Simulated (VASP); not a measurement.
Output of a VASP run:

File OSZICAR:
```
...
DAV:   6    -0.236120652121E+03    0.67719E-03   -0.26986E-03   740   0.292E-01    0.288E-02
DAV:   7    -0.236121914388E+03   -0.12623E-02   -0.11718E-03   751   0.199E-01    0.221E-02
DAV:   8    -0.236121959416E+03   -0.45028E-04   -0.84937E-05   761   0.569E-02    0.718E-03
DAV:   9    -0.236121955862E+03    0.35536E-05   -0.35353E-05   730   0.375E-02    0.366E-03
DAV:  10    -0.236121973376E+03   -0.17514E-04   -0.84264E-06   671   0.200E-02    0.292E-03
DAV:  11    -0.236121967897E+03    0.54794E-05   -0.26639E-06   562   0.110E-02    0.808E-04
DAV:  12    -0.236121973657E+03   -0.57601E-05   -0.12255E-06   416   0.802E-03    0.393E-04
DAV:  13    -0.236121972644E+03    0.10126E-05   -0.95582E-08   360   0.189E-03    0.176E-04
DAV:  14    -0.236121972853E+03   -0.20837E-06   -0.47396E-09   360   0.445E-04
   3 F= -.23612197E+03 E0= -.23612197E+03  d E =-.558608E-01
       N       E                     dE             d eps       ncg     rms          rms(c)
DAV:   1    -0.236264315814E+03   -0.14234E+00   -0.29782E+00   759   0.998E+00    0.318E+00
DAV:   2    -0.236667732141E+03   -0.40342E+00   -0.35816E+00   887   0.104E+01    0.622E+00
DAV:   3    -0.236148353701E+03    0.51938E+00   -0.11441E+00   845   0.590E+00    0.627E-01
DAV:   4    -0.236145497705E+03    0.28560E-02   -0.67667E-02   786   0.118E+00    0.455E-01
DAV:   5    -0.236145541320E+03   -0.43615E-04   -0.18975E-02   788   0.759E-01    0.445E-01
DAV:   6    -0.236144325345E+03    0.12160E-02   -0.87412E-03   803   0.535E-01    0.880E-02
DAV:   7    -0.236145228829E+03   -0.90348E-03   -0.93302E-04   772   0.179E-01    0.308E-02
DAV:   8    -0.236145249320E+03   -0.20491E-04   -0.59587E-05   803   0.421E-02    0.278E-02
DAV:   9    -0.236145243004E+03    0.63153E-05   -0.26157E-05   758   0.291E-02    0.215E-02
DAV:  10    -0.236145254499E+03   -0.11495E-04   -0.25295E-05   731   0.286E-02    0.358E-03
DAV:  11    -0.236145258288E+03   -0.37890E-05   -0.19044E-06   548   0.792E-03    0.442E-03
DAV:  12    -0.236145256042E+03    0.22461E-05   -0.10147E-06   450   0.597E-03    0.892E-04
DAV:  13    -0.236145257571E+03   -0.15286E-05   -0.18106E-07   360   0.228E-03    0.866E-04
DAV:  14    -0.236145256664E+03    0.90666E-06   -0.64276E-08   360   0.149E-03
   4 F= -.23614526E+03 E0= -.23614526E+03  d E =-.232838E-01
       N       E                     dE             d eps       ncg     rms          rms(c)
DAV:   1    -0.236361946426E+03   -0.21669E+00   -0.51166E+00   754   0.131E+01    0.418E+00
DAV:   2    -0.236997026889E+03   -0.63508E+00   -0.59423E+00   892   0.138E+01    0.762E+00
DAV:   3    -0.236164671999E+03    0.83235E+00   -0.15727E+00   837   0.732E+00    0.916E-01
DAV:   4    -0.236159082648E+03    0.55894E-02   -0.12889E-01   799   0.168E+00    0.657E-01
DAV:   5    -0.236159506795E+03   -0.42415E-03   -0.49958E-02   816   0.123E+00    0.707E-01
DAV:   6    -0.236156238530E+03    0.32683E-02   -0.22044E-02   816   0.829E-01    0.165E-01
DAV:   7    -0.236157470682E+03   -0.12322E-02   -0.21261E-03   765   0.267E-01    0.398E-02
DAV:   8    -0.236157538783E+03   -0.68100E-04   -0.66776E-05   844   0.389E-02    0.348E-02
DAV:   9    -0.236157518064E+03    0.20718E-04   -0.38451E-05   767   0.322E-02    0.316E-02
DAV:  10    -0.236157534563E+03   -0.16498E-04   -0.72065E-05   716   0.474E-02    0.225E-03
DAV:  11    -0.236157546821E+03   -0.12258E-04   -0.60082E-06   665   0.142E-02    0.467E-03
DAV:  12    -0.236157546211E+03    0.61042E-06   -0.34139E-07   380   0.302E-03
   5 F= -.23615755E+03 E0= -.23615755E+03  d E =-.355734E-01
```

**OUTCAR**
```
------------------------ aborting loop because EDIFF is reached ----------------------------------------
  FORCE on cell =-STRESS in cart. coord.  units (eV):
  Direction    XX          YY          ZZ          XY          YZ          ZX
  --------------------------------------------------------------------------------------
  Total        0.0926762      0.0926762      0.0926762      0.0000000      0.0000000     -0.0000000
  in kB        0.6256139      0.6256139      0.6256139      0.0000000      0.0000000     -0.0000000
  external PRESSURE =       0.6256139 kB  Pullay stress =       0.0000000 kB
  volume of cell :      237.34
      direct lattice vectors                 reciprocal lattice vectors
    -3.900354967  3.900354967  3.900354967     0.000000000  0.128193460  0.128193460
     3.900354967 -3.900354967  3.900354967     0.128193460  0.000000000  0.128193460
     3.900354967  3.900354967 -3.900354967     0.128193460  0.128193460  0.000000000
 POSITION                                       TOTAL-FORCE (eV/Angst)
 -----------------------------------------------------------------------------------
      0.00000      0.00000      0.00000         0.000000      0.000000     -0.000000
      0.00000      0.00000      3.90035         0.000000      0.000000      0.000000
      3.90035      0.00000      0.00000         0.000000      0.000000      0.000000
      0.00000      3.90035      0.00000         0.000000      0.000000     -0.000000
      2.58299      2.58299      2.58299         0.001023      0.001023      0.001023
     -1.31736      1.31736      1.31736         0.001023     -0.001023     -0.001023
      1.31736      1.31736     -1.31736        -0.001023     -0.001023      0.001023
      1.31736     -1.31736      1.31736        -0.001023      0.001023     -0.001023
 -----------------------------------------------------------------------------------
    total drift:                                0.000019      0.000019      0.000028
  FREE ENERGIE OF THE ION-ELECTRON SYSTEM (eV)
  ---------------------------------------------------
  free  energy   TOTEN  =      -236.1575462105 eV

  energy  without entropy=     -236.1575462105  energy(sigma->0) =     -236.15754621

 reached required accuracy - stopping structural energy minimisation
```
(Selected blocks of OUTCAR.)

POSCAR:
```
Tl3VSe4
1
   -3.8183188062     3.8183188062     3.8183188062
    3.8183188062    -3.8183188062     3.8183188062
    3.8183188062     3.8183188062    -3.8183188062
V Tl Se
1 3 4
Direct
  0.0000000000   0.0000000000   0.0000000000
  0.5000000000   0.5000000000   0.0000000000
  0.0000000000   0.5000000000   0.5000000000
  0.5000000000   0.0000000000   0.5000000000
  0.6560954129   0.6560954129   0.6560954129
  0.3439045871   0.0000000000   0.0000000000
  0.0000000000   0.0000000000   0.3439045871
  0.0000000000   0.3439045871   0.0000000000
```

### Question
Reconstruct the remaining input files.

### Answer
Several could match; the one computed here: the input of the run itself, r2SCAN meta-GGA, plane waves, VASP's PBE PAW potentials (set 64).

**KPOINTS**
```
Automatic mesh
0
Gamma
4 4 4
0 0 0
```

INCAR:
```
! general
SYSTEM  = Tl3VSe4
PREC    = Accurate
ENCUT   = 400
LREAL   = .FALSE.
LASPH   = .TRUE.

! electronic loop
EDIFF   = 1E-6
NELM    = 100
ALGO    = Normal
LMAXMIX = 4
LMIXTAU = .TRUE.

! smearing
ISMEAR  = 0
SIGMA   = 0.05

! functional
METAGGA = R2SCAN

! ions
IBRION  = 2
NSW     = 60
ISIF    = 3
EDIFFG  = -0.02

! output
LWAVE   = .FALSE.
LCHARG  = .FALSE.
```

POTCAR, in this order: V_sv Tl_d Se (PBE.64 set). Program: vasp_std.

Energy and stress use the plane-wave basis of the starting cell.

The structure comes from a computed database's Tl3VSe4 entry (I-43m); how it stands against other phases isn't given here. This run relaxes it. Symmetry was kept, so distortions that lower it aren't found. The start is the result of an earlier pass. The run is not spin-polarised, so no magnetic state was tried.
